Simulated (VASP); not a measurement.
Here is a VASP 6.6.1 calculation.

Contents of INCAR:

```
SYSTEM = Ti2Te2S
PREC = Normal
ENCUT = 520
EDIFF = 1E-4
ISMEAR = 0
SIGMA = 0.15
LREAL = Auto
LASPH = .True.
NELM = 60
ALGO = Fast
ISIF = 3
LWAVE = .False.
LCHARG = .False.
GGA = PE
IBRION = 2
NSW = 24
EDIFFG = -0.08
```

KPOINTS

```
Automatic mesh
0
Gamma
  3 3 3
  0 0 0
```

File POSCAR:

```
Ti2Te2S
1.0
    0.0000000000      5.1587434500      5.1587434500
    5.1587434500      0.0000000000      5.1587434500
    5.1587434500      5.1587434500      0.0000000000
Ti Te S
4 4 2
Direct
    0.1250000000      0.1250000000      0.1250000000
    0.1250000000      0.1250000000      0.6250000000
    0.1250000000      0.6250000000      0.1250000000
    0.6250000000      0.1250000000      0.1250000000
    0.6250000000      0.6250000000      0.6250000000
    0.6250000000      0.6250000000      0.1250000000
    0.6250000000      0.1250000000      0.6250000000
    0.1250000000      0.6250000000      0.6250000000
    0.5000000000      0.5000000000      0.5000000000
    0.7500000000      0.7500000000      0.7500000000
```

Potentials or basis: VASP PAW PBE potentials, release 64 (Ti_sv, Te, S).

The run is started by

```sh
$ cat potpaw_PBE.64/Ti_sv/POTCAR potpaw_PBE.64/Te/POTCAR potpaw_PBE.64/S/POTCAR > POTCAR
$ mpirun -np 1 vasp_std > vasp.out
```

Task: Estimate the relaxed cell.

Result: a = 7.689 Å, b = 7.689 Å, c = 7.689 Å, α = 60.00°, β = 60.00°, γ = 60.00°.

Task: Predict the band gap on the k mesh.

Result: None (metal or under the smearing width).

Task: Estimate the relaxed volume.

Result: 32.15 Å³/atom.

Final structure:
```xyz
10
Lattice="0.0000 5.4372 5.4372 5.4372 0.0000 5.4372 5.4372 5.4372 0.0000" Properties=species:S:1:pos:R:3 pbc="T T T"
Ti    1.3593    1.3593    1.3593
Ti    4.0779    4.0779    1.3593
Ti    4.0779    1.3593    4.0779
Ti    1.3593    4.0779    4.0779
Te    6.7965    6.7965    6.7965
Te    4.0779    4.0779    6.7965
Te    4.0779    6.7965    4.0779
Te    6.7965    4.0779    4.0779
S     5.4372    5.4372    5.4372
S     8.1558    8.1558    8.1558
```

Caveat: the volume moved by over 15 % at a fixed basis, so the end points are rough. Spin-orbit coupling is left out, which matters for the levels of Te.
